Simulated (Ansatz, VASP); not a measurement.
# Cross-check of Ti2CO2 (twisted Ti2CO2 MXene bilayer, 21.79 deg) between VASP and Ansatz, part 2 of 2

One calculation is typed for both programs; each brings its own data sets. How far apart do they land? The cell is taken from a series of runs on this material, whose earlier steps may have relaxed, scaled, displaced or heated it; both programs get it as it stands.

VASP 6.6.1 and Ansatz 0.2.0.

So far: The structure; VASP: single point, PBEsol.

## (3) Ansatz: single point, PBEsol

Level of this step: Ansatz beside VASP: Kohn-Sham DFT, plane waves, PBEsol (Ansatz).

Ansatz runs on its default PAW (the set named soft_2) files.

The same cell, functional, mesh and smearing now go to Ansatz, which takes its cutoff from its data sets.

input.yaml

```yaml
crystal:
  lattice:
    - [8.0166, 0.0, 0.0]
    - [-4.0083, 6.94258, 0.0]
    - [0.0, 0.0, 23.63]
  atoms:
    - { symbol: C, position: [0.00043, 0.00033, 0.34213] }
    - { symbol: Ti, position: [0.1907, 0.23873, 0.3967] }
    - { symbol: Ti, position: [0.23842, 0.04829, 0.28749] }
    - { symbol: O, position: [0.23867, 0.04782, 0.43422] }
    - { symbol: O, position: [0.1909, 0.23842, 0.24991] }
    - { symbol: C, position: [0.14335, 0.42889, 0.34204] }
    - { symbol: Ti, position: [0.33372, 0.6673, 0.39661] }
    - { symbol: Ti, position: [0.38116, 0.47674, 0.28743] }
    - { symbol: O, position: [0.38129, 0.47642, 0.43419] }
    - { symbol: O, position: [0.33368, 0.66696, 0.24988] }
    - { symbol: C, position: [0.28603, 0.85732, 0.34205] }
    - { symbol: Ti, position: [0.47645, 0.0957, 0.3966] }
    - { symbol: Ti, position: [0.52422, 0.90538, 0.28739] }
    - { symbol: O, position: [0.52425, 0.90505, 0.43421] }
    - { symbol: O, position: [0.47671, 0.09562, 0.24988] }
    - { symbol: C, position: [0.42891, 0.28595, 0.34203] }
    - { symbol: Ti, position: [0.61923, 0.52434, 0.39664] }
    - { symbol: Ti, position: [0.66695, 0.33396, 0.28738] }
    - { symbol: O, position: [0.66705, 0.33366, 0.43404] }
    - { symbol: O, position: [0.61964, 0.52432, 0.24991] }
    - { symbol: C, position: [0.57178, 0.71462, 0.34205] }
    - { symbol: Ti, position: [0.76224, 0.95313, 0.3967] }
    - { symbol: Ti, position: [0.80982, 0.76242, 0.28748] }
    - { symbol: O, position: [0.80961, 0.76211, 0.43422] }
    - { symbol: O, position: [0.76236, 0.95271, 0.2499] }
    - { symbol: C, position: [0.71469, 0.14312, 0.34204] }
    - { symbol: Ti, position: [0.90506, 0.38175, 0.39659] }
    - { symbol: Ti, position: [0.95261, 0.1911, 0.28743] }
    - { symbol: O, position: [0.95294, 0.19109, 0.43422] }
    - { symbol: O, position: [0.90513, 0.38123, 0.2499] }
    - { symbol: C, position: [0.85758, 0.57174, 0.34205] }
    - { symbol: Ti, position: [0.04783, 0.81014, 0.39678] }
    - { symbol: Ti, position: [0.09566, 0.61982, 0.28743] }
    - { symbol: O, position: [0.09551, 0.61942, 0.43418] }
    - { symbol: O, position: [0.04795, 0.80993, 0.24992] }
    - { symbol: C, position: [0.14316, 0.71417, 0.65811] }
    - { symbol: Ti, position: [0.38092, 0.9044, 0.7127] }
    - { symbol: Ti, position: [0.33338, 0.66635, 0.60351] }
    - { symbol: O, position: [0.33352, 0.66643, 0.75028] }
    - { symbol: O, position: [0.38113, 0.90461, 0.56599] }
    - { symbol: C, position: [0.00025, 0.99981, 0.65805] }
    - { symbol: Ti, position: [0.23815, 0.19009, 0.71268] }
    - { symbol: Ti, position: [0.1906, 0.95224, 0.60343] }
    - { symbol: O, position: [0.19068, 0.95215, 0.75026] }
    - { symbol: O, position: [0.2383, 0.19056, 0.56594] }
    - { symbol: C, position: [0.28594, 0.42844, 0.65811] }
    - { symbol: Ti, position: [0.52394, 0.61887, 0.71274] }
    - { symbol: Ti, position: [0.47632, 0.38079, 0.60354] }
    - { symbol: O, position: [0.47629, 0.38059, 0.75029] }
    - { symbol: O, position: [0.52407, 0.6189, 0.56597] }
    - { symbol: C, position: [0.57168, 0.85693, 0.65812] }
    - { symbol: Ti, position: [0.80959, 0.04739, 0.71267] }
    - { symbol: Ti, position: [0.76201, 0.80922, 0.60341] }
    - { symbol: O, position: [0.76219, 0.80934, 0.75027] }
    - { symbol: O, position: [0.8095, 0.04734, 0.56595] }
    - { symbol: C, position: [0.42874, 0.14268, 0.6581] }
    - { symbol: Ti, position: [0.66676, 0.33308, 0.71284] }
    - { symbol: Ti, position: [0.61901, 0.09497, 0.60355] }
    - { symbol: O, position: [0.61932, 0.09508, 0.75028] }
    - { symbol: O, position: [0.66688, 0.33321, 0.56612] }
    - { symbol: C, position: [0.71459, 0.5713, 0.65814] }
    - { symbol: Ti, position: [0.95239, 0.76159, 0.7127] }
    - { symbol: Ti, position: [0.90495, 0.52353, 0.60357] }
    - { symbol: O, position: [0.90495, 0.52348, 0.75028] }
    - { symbol: O, position: [0.95271, 0.7617, 0.56595] }
    - { symbol: C, position: [0.85739, 0.28549, 0.65812] }
    - { symbol: Ti, position: [0.09536, 0.47577, 0.71274] }
    - { symbol: Ti, position: [0.04759, 0.23777, 0.60342] }
    - { symbol: O, position: [0.0478, 0.23783, 0.75025] }
    - { symbol: O, position: [0.09543, 0.47597, 0.56599] }
kpoints:
  mp_grid: { grid: [3, 3, 1] }
hamiltonian:
  xc: pbesol
scf:
  occupations: { method: gaussian, width: 0.05 }
output:
  forces: true
  populations: true
  dos:
    method: { smearing: { sigma: 0.15 } }
    de: 0.1
    projected:
      site_lists:
        C: [C]
        O: [O]
        Ti: [Ti]
        layer_1: [0, 1, 2, 3, 4, 5, 6, 7, 8, 9, 10, 11, 12, 13, 14, 15, 16, 17, 18, 19, 20, 21, 22, 23, 24, 25, 26, 27, 28, 29, 30, 31, 32, 33, 34]
        layer_2: [35, 36, 37, 38, 39, 40, 41, 42, 43, 44, 45, 46, 47, 48, 49, 50, 51, 52, 53, 54, 55, 56, 57, 58, 59, 60, 61, 62, 63, 64, 65, 66, 67, 68, 69]
  eigenvalues: true
  write_density: true
  write_potential: true
  volumetric_format: npy
  elf: true
```

On the command line:

```sh
$ ansatz run input.yaml --threads 4 --pin off --max-ram 15872MiB --backend cpu --events-out ev --progress --plain --runs-dir out
```

Numbers of over 12 decimals in the logs are rounded to 6 here.

The program printed:

```text
Engine: ansatz 0.2.0, aarch64-unknown-linux-gnu
Pseudopotentials: kind: paw
Pseudopotential: C, paw, valence charge 4, recommended cutoff 420 eV (normal), C.paw.azcp
Pseudopotential: Ti, paw, valence charge 12, recommended cutoff 420 eV (normal), Ti.paw.azcp
Pseudopotential: O, paw, valence charge 6, recommended cutoff 420 eV (normal), O.paw.azcp
Functional definition: PBEsol
  exchange = pbesol_x
  correlation = pbesol_c
Crystal: 70 atoms, lattice volume = 1315.149 Å³
Basis set: ecut = 420 eV, 25825 PW (Γ), exchange–correlation on 108×108×320 points (8 copies of the dense FFT grid, shifted against one another)
Bands: 350, of which v1, the nominal top of the filled ones, is band 280 counted from 1 (279 counted from 0)
Symmetry: 1 space group operations
Space group: P1 (ITA 1), of the structure as read, at distance tolerance 1.1e-4 Å
k-points: 5 of 9 (time reversal used)
Non-local potential: C, projectors of the file, l = 0: 2, l = 1: 2, l = 2: 1
Non-local potential: Ti, projectors of the file, l = 0: 3, l = 1: 2, l = 2: 3, l = 3: 1
Non-local potential: O, projectors of the file, l = 0: 2, l = 1: 2, l = 2: 1
PAW form: soft (Blöchl's): semilocal exchange-correlation on the pseudo side does not see the compensation charge
PAW frozen core: C, regenerated for the run's functional, and the local potential with it (the file was generated under x = pbe(κ = 0.804, μ = 0.219515), c = pbe(β = 0.066725))
PAW frozen core: Ti, regenerated for the run's functional, and the local potential with it (the file was generated under x = pbe(κ = 0.804, μ = 0.219515), c = pbe(β = 0.066725))
PAW frozen core: O, regenerated for the run's functional, and the local potential with it (the file was generated under x = pbe(κ = 0.804, μ = 0.219515), c = pbe(β = 0.066725))
PAW one-centre angular grid: C, 110 points (default); XC on 64 Gauss nodes
PAW one-centre angular grid: Ti, 590 points (default); XC on 64 Gauss nodes
PAW one-centre angular grid: O, 110 points (default); XC on 64 Gauss nodes
Initial density: superposition of atomic densities (neutral atoms: chi_scale 0, normalization atom), corrected by the library's trained network
Initial wavefunctions: pseudopotential atomic-orbital guess
Functional: x = pbesol(κ = 0.804, μ = 0.123457), c = pbesol(β = 0.046)
SCF iter   1: F=—  HF=-88502.879639 eV  |F-HF|=—  |Δ(HF+E_count)|=         —  Δρ=9.33e-3  dr2=9.59e-1  ethr=1.77e-3  ⟨swp⟩=6.8  Hψ=7502  notcnv=0  defer=2
preconditioner: auto → Resta (q_TF=auto, 2.366 Å⁻¹)  ε∞=5.7  [insulator: Δε(μ)=0.427 eV  Ē_g=8.659 eV  σ=0.050 eV  W_gap=1.00  n_scr=262 (ndim 8)  ℏωp=18.8 eV  f_vac=0.437  D(μ)=0.00/eV (n_scr^D=0)  ε∞_Penn≈5.7  vacuum switching on, ρ_ref=5.4e-3 e/Å³]
SCF iter   2: F=—  HF=-88502.714663 eV  |F-HF|=—  |Δ(HF+E_count)|=   1.65e-1  Δρ=4.71e-3  dr2=4.51e-1  ethr=1.71e-4  ⟨swp⟩=2.0  Hψ=2913  notcnv=0  defer=290
SCF iter   3: F=—  HF=-88502.660998 eV  |F-HF|=—  |Δ(HF+E_count)|=   5.37e-2  Δρ=1.97e-3  dr2=7.68e-2  ethr=8.05e-5  ⟨swp⟩=2.0  Hψ=2146  notcnv=0  defer=290
SCF iter   4: F=—  HF=-88502.653170 eV  |F-HF|=—  |Δ(HF+E_count)|=   7.83e-3  Δρ=8.82e-4  dr2=2.32e-2  ethr=1.37e-5  ⟨swp⟩=3.0  Hψ=2279  notcnv=0  defer=290
SCF iter   5: F=—  HF=-88502.651528 eV  |F-HF|=—  |Δ(HF+E_count)|=   1.64e-3  Δρ=3.69e-4  dr2=5.47e-3  ethr=4.14e-6  ⟨swp⟩=2.0  Hψ=2126  notcnv=0  defer=290
SCF iter   6: F=—  HF=-88502.651330 eV  |F-HF|=—  |Δ(HF+E_count)|=   1.97e-4  Δρ=2.67e-4  dr2=2.04e-3  ethr=9.76e-7  ⟨swp⟩=2.0  Hψ=2158  notcnv=0  defer=290
SCF iter   7: F=—  HF=-88502.651201 eV  |F-HF|=—  |Δ(HF+E_count)|=   1.29e-4  Δρ=1.02e-4  dr2=3.10e-4  ethr=3.65e-7  ⟨swp⟩=2.4  Hψ=2132  notcnv=0  defer=290
SCF iter   8: F=—  HF=-88502.651252 eV  |F-HF|=—  |Δ(HF+E_count)|=   5.07e-5  Δρ=3.75e-5  dr2=3.53e-5  ethr=5.53e-8  ⟨swp⟩=2.2  Hψ=2277  notcnv=0  defer=290
SCF iter   9: F=—  HF=-88502.651998 eV  |F-HF|=—  |Δ(HF+E_count)|=   7.46e-4  Δρ=1.74e-5  dr2=5.14e-6  ethr=6.30e-9  ⟨swp⟩=2.0  Hψ=2464  notcnv=0  defer=292
SCF iter  10: F=—  HF=-88502.651998 eV  |F-HF|=—  |Δ(HF+E_count)|=   1.83e-8  Δρ=1.08e-5  dr2=1.99e-6  ethr=9.18e-10  ⟨swp⟩=3.6  Hψ=3350  notcnv=0  defer=292
SCF iter  11: F=—  HF=-88502.651998 eV  |F-HF|=—  |Δ(HF+E_count)|=   4.04e-8  Δρ=4.57e-6  dr2=3.23e-7  ethr=3.55e-10  ⟨swp⟩=2.0  Hψ=2071  notcnv=0  defer=292
SCF iter  12: F=—  HF=-88502.651998 eV  |F-HF|=—  |Δ(HF+E_count)|=   5.03e-8  Δρ=2.78e-6  dr2=2.28e-7  ethr=1.79e-11  ⟨swp⟩=18.4  Hψ=15000  notcnv=0
SCF iter  13: F=-88502.651998 eV  HF=-88502.651998 eV  |F-HF|=1.04e-8  |Δ(HF+E_count)|=   1.84e-8  Δρ=8.24e-7  dr2=1.76e-8  ethr=1.79e-11  ⟨swp⟩=8.0  Hψ=11595  notcnv=0
SCF 1 converged in 13 iterations: F = -88502.651998 eV  dr2 = 1.76e-8
  greatest PAW one-centre occupation: 0.999 electrons in one spin orbital (limit 2), on the Ti atom at site 56 (counted from 0), in its partial waves of l = 0
[...]
k-point 2: bands = [... 276 lower, 3.1918, 3.2438, 3.3283, 3.4058, 4.6152, 4.6180, 4.6622, 4.6718, ... 66 higher]
  k-point 4: bands = [... 276 lower, 3.1928, 3.2444, 3.3276, 3.4051, 4.6155, 4.6194, 4.6613, 4.6711, ... 66 higher]
--- Löwdin populations: 70 sites ---
  site symbol       q [e]
     0      C      4.8837
     1     Ti     10.8966
     2     Ti     10.8925
     3      O      6.5914
     4      O      6.5925
     5      C      4.8829
     6     Ti     10.8972
     7     Ti     10.8922
     8      O      6.5907
     9      O      6.5927
    10      C      4.8830
    11     Ti     10.8973
    12     Ti     10.8919
    13      O      6.5908
    14      O      6.5928
    15      C      4.8833
    16     Ti     10.8970
    17     Ti     10.8918
    18      O      6.5891
    19      O      6.5925
    20      C      4.8831
    21     Ti     10.8966
    22     Ti     10.8925
    23      O      6.5913
[...]
62     Ti     10.8974
    63      O      6.5927
    64      O      6.5914
    65      C      4.8832
    66     Ti     10.8920
    67     Ti     10.8965
    68      O      6.5924
    69      O      6.5906
  spilling = 0.003610 (of n_electrons = 560.000000)
```

## (4) Differences

Known differences besides the potentials themselves: the cutoff is 420 eV in Ansatz and 520 eV in VASP (PREC = Accurate, projectors in real space); Ansatz makes its cores anew for this functional, VASP keeps those of its PBE data sets. Total energies have different zeros and are not compared.

The two programs side by side:

```
              quantity  Ansatz   VASP  difference
gap on the k mesh (eV)   0.447  0.440      +0.007
```

Forces on 9 of the 70 atoms, those with the largest forces and the largest differences (eV/Å; atoms numbered as in POSCAR):

```
atom          Ansatz x, y, z            VASP x, y, z
 O44   -0.005, 0.000, -0.010  -0.006, -0.003, -0.061
 O46    0.001, 0.005, -0.011    0.001, 0.005, -0.063
 O47   -0.003, 0.004, -0.003    -0.004, 0.001, 0.049
 O50  -0.009, -0.009, -0.011  -0.008, -0.012, -0.061
 O54   -0.001, 0.004, -0.010   -0.004, 0.004, -0.063
 O58  -0.002, -0.003, -0.012  -0.001, -0.006, -0.062
 O60   0.002, -0.001, -0.006   0.000, -0.004, -0.058
 O62    0.000, 0.004, -0.008   -0.003, 0.003, -0.059
 O70   0.002, -0.002, -0.013    0.005, 0.002, -0.064
```

The forces differ by 22 meV/Å r.m.s., where the r.m.s. force is 0.007 eV/Å in Ansatz and 0.023 eV/Å in VASP: the atoms lie near their places of rest in Ansatz, so a percentage would say little (all taken over all components). A gap on the mesh is an upper bound, since the band edges may lie between its points. With vacuum in the cell, a pressure given here is an average over mostly empty space and none of the material.

## (5) What came out

```
r.m.s. force difference (single point, PBEsol) : 22 meV/Å
```

What this shows: The r.m.s. force difference is 22 meV/Å (single point, PBEsol), beyond the 12 meV/Å picked in this series as the mark of a large difference. What causes the difference of the single point, PBEsol pair stays open here. Such differences can come from data sets, numerical settings and the points named under the comparisons, not from the functional's error against experiment.

[Lines on the potential files, build, host, timing and source positions are cut from VASP's logs without a mark.]

[Logs are printed without paths, hosts, clocks, repeated set-up lines and the standing remarks that a program may print on its own settings, such as how far it seeks lower states.]

[Hosts, paths, dates, database ids (printed as entryN), source tags and the programs' standing remarks are cut or masked in the printed files.]
